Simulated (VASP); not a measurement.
Input for VASP

**KPOINTS**
```
Regular mesh
0
Gamma
  10 10 10
```

File POSCAR:
```
MgO
1
   -0.0000000000     2.1212630000     2.1212630000
    2.1212630000    -0.0000000000     2.1212630000
    2.1212630000     2.1212630000    -0.0000000000
Mg O
1 1
Direct
  0.0000000000   0.0000000000   0.0000000000
  0.5000000000   0.5000000000   0.5000000000
```

### INCAR
```
# general
SYSTEM=MgO
PREC  =Accurate
ENCUT =520
LREAL =.FALSE.
LASPH =.TRUE.

# electronic loop
EDIFF =1E-6
NELM  =100
ALGO  =Normal

# smearing
ISMEAR=0
SIGMA =0.05

# functional
GGA   =91

# ions
IBRION=2
NSW   =60
ISIF  =3
EDIFFG=-0.01

# output
LWAVE =.FALSE.
LCHARG=.FALSE.
```

POTCAR, in this order: Mg O (PBE.64 set). Program: vasp_std.

Translate this PW91 calculation to Quantum ESPRESSO's pw.x.

One equivalent input (not run):
```
&CONTROL
  calculation = 'vc-relax'
  pseudo_dir = './pseudo'
  outdir = './out'
  tprnfor = .true.
  tstress = .true.
  nstep = 60
  forc_conv_thr = 0.00039
/
&SYSTEM
  ibrav = 0
  nat = 2
  ntyp = 2
  ecutwfc = 84
  occupations = 'smearing'
  smearing = 'gaussian'
  degauss = 0.003675
  input_dft = 'pw91'
/
&ELECTRONS
  conv_thr = 7.3e-08
  electron_maxstep = 100
/
&IONS
/
&CELL
/
ATOMIC_SPECIES
  Mg 24.305 Mg.upf
  O 15.999 O.upf
CELL_PARAMETERS angstrom
    -0.0000000    2.1212630    2.1212630
     2.1212630   -0.0000000    2.1212630
     2.1212630    2.1212630   -0.0000000
ATOMIC_POSITIONS crystal
  Mg   0.0000000  0.0000000  0.0000000
  O    0.5000000  0.5000000  0.5000000
K_POINTS automatic
  10 10 10 0 0 0
```
The two are equivalent in intent, not identical: the potentials are each code's own (VASP's PAW set, PseudoDojo norm-conserving files in pw.x), so ENCUT and ecutwfc are chosen apart and not converted; conv_thr bounds pw.x's estimated SCF error, while EDIFF bounds the energy change between steps; forc_conv_thr acts on force components and is met together with etot_conv_thr.

The compound is MgO in the rock salt structure. It was relaxed first. The start is the result of an earlier pass.
